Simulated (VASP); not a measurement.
A 71-atom supercell of AlN (wurtzite) holds C on the N site with a neighbouring Al vacancy in charge state -1. It is relaxed twice, with the total moment held at 1 and at 3 μB. All values below come from PBE GGA, VASP's PBE PAW potentials (set 64) (plane waves; VASP). Run with PREC = Normal, LREAL = Auto, ISYM = 0, NELECT = 285.0, EDIFF = 1E-5, 400 eV cut-off, 1×1×1 Γ-centred mesh, Gaussian smearing of 0.050 eV, potentials Al N C.

The cell is charged, with a uniform compensating background. The supercell is sampled at Γ alone, which is coarse: total energies, pressure and levels can be off, energies of defects by several tenths of an eV.

**Question.** Which spin state lies lower, and by how much?

**Answer.** The state with 1 μB lies lower, by 0.33 eV.

The cell is a supercell with a defect, built from AlN (wurtzite).
